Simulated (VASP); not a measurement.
Set up this calculation in VASP 6.6.1, as the native input.

* Task: relaxation of cell and atoms
* Functional: PBE
* Potentials or basis: VASP PAW PBE potentials, release 64 (Zr_sv, B, As)
* Cutoff: 600 eV
* k mesh: 7 × 7 × 6
* Occupations: gaussian, width 0.05 eV
* Spin: no spin polarisation
* Further INCAR settings: ALGO = Fast; EDIFF = 1e-06; IBRION = 2; EDIFFG = -0.01; NSW = 40; ISIF = 3

The structure of Zr2BAs lies in POSCAR:

```
Zr2BAs
1.0
    3.8079007700      0.0000000000      0.0000000000
    0.0000000000      3.8079007700      0.0000000000
    0.0000000000      0.0000000000      4.5924265400
Zr B As
2 1 1
Direct
    0.5000000000      0.0000000000      0.6735522200
    0.0000000000      0.5000000000      0.6735522200
    0.5000000000      0.5000000000      0.3614028500
    0.5000000000      0.5000000000      0.9642002100
```

The cell was built by a generator and needn't be a form met in nature.

One way to write it, as run:

INCAR

```
  PREC = Accurate
  ENCUT = 600
  EDIFF = 1E-6
  ISMEAR = 0
  SIGMA = 0.05
  LREAL = F
  LASPH = T
  NELM = 60
  ALGO = Fast
  ISIF = 3
  LWAVE = F
  LCHARG = F
  GGA = PE
  IBRION = 2
  NSW = 40
  EDIFFG = -0.01
```

KPOINTS

```
regular mesh
0
Gamma
  7 7 6
```

Potentials or basis: VASP PAW PBE potentials, release 64 (Zr_sv, B, As).

Run with:

```bash
$ cat potpaw_PBE.64/Zr_sv/POTCAR potpaw_PBE.64/B/POTCAR potpaw_PBE.64/As/POTCAR > POTCAR
$ mpirun -np 1 vasp_std > vasp.out
```

Results of the run:

```yaml
Relaxed_volume: 22.91 Å³/atom
Relaxed_cell: a = 4.289 Å, b = 4.289 Å, c = 4.983 Å, α = 90.00°, β = 90.00°, γ = 90.00°
Space_group_after_relaxing_to_0.05_Å: P4mm (No. 99)
Energy_gained_by_relaxing: 1364.2 meV/atom
Ionic_steps: 20
Pressure_after_relaxing: 0.0 GPa
Largest_force_after_relaxing: 0.005 eV/Å
Band_gap_on_the_k_mesh: none (metal or under the smearing width)
```

Caveat: the volume moved by over 15 % at a fixed basis, so the end points are rough.

Wall time 19 min on 1 thread of Intel(R) Xeon(R) Platinum 8488C (Sapphire Rapids) (shared host), peak memory 0.24 GiB.
